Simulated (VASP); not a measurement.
OSZICAR of a VASP run on P (black):

File OSZICAR:
```
       N       E                     dE             d eps       ncg     rms          rms(c)
DAV:   1     0.625915905977E+02    0.62592E+02   -0.79688E+03  1456   0.113E+03
DAV:   2    -0.174700356446E+02   -0.80062E+02   -0.77801E+02  1862   0.174E+02
DAV:   3    -0.215934739590E+02   -0.41234E+01   -0.41010E+01  1986   0.426E+01
DAV:   4    -0.216521698287E+02   -0.58696E-01   -0.58641E-01  1820   0.591E+00
DAV:   5    -0.216536766803E+02   -0.15069E-02   -0.15064E-02  2048   0.879E-01    0.100E+01
DAV:   6    -0.215428539663E+02    0.11082E+00   -0.69823E-02  1672   0.158E+00    0.596E+00
DAV:   7    -0.214966155536E+02    0.46238E-01   -0.12129E-01  1810   0.215E+00    0.266E-01
DAV:   8    -0.214968204444E+02   -0.20489E-03   -0.10006E-02  1696   0.688E-01    0.135E-01
DAV:   9    -0.214969260556E+02   -0.10561E-03   -0.40258E-04  2008   0.147E-01    0.752E-02
DAV:  10    -0.214969633207E+02   -0.37265E-04   -0.66822E-05  1714   0.517E-02    0.298E-02
DAV:  11    -0.214969755967E+02   -0.12276E-04   -0.16964E-05  1750   0.339E-02    0.106E-02
DAV:  12    -0.214969761742E+02   -0.57748E-06   -0.71150E-07  2004   0.608E-03    0.233E-03
DAV:  13    -0.214969761000E+02    0.74170E-07   -0.13436E-07  1166   0.263E-03
   1 F= -.21496976E+02 E0= -.21496952E+02  d E =-.491231E-04
```

**Question.** Which electronic solver shows in the log?

**Answer.** It is blocked Davidson (ALGO = Normal, or the opening steps of other solvers). The INCAR had ALGO = Normal.

**Question.** Can the final energy be trusted as converged?

**Answer.** Self-consistency was reached. It stopped with EDIFF = 1E-7, NELM = 100 (PBE GGA, plane waves, VASP's PBE PAW potentials (set 64)). Without a dispersion term in the relaxation, distances and binding between the weakly bound layers, chains or molecules are unreliable, and so is what depends on them.

The compound is P in the black structure. It was relaxed first, which changed the volume by +10 %.
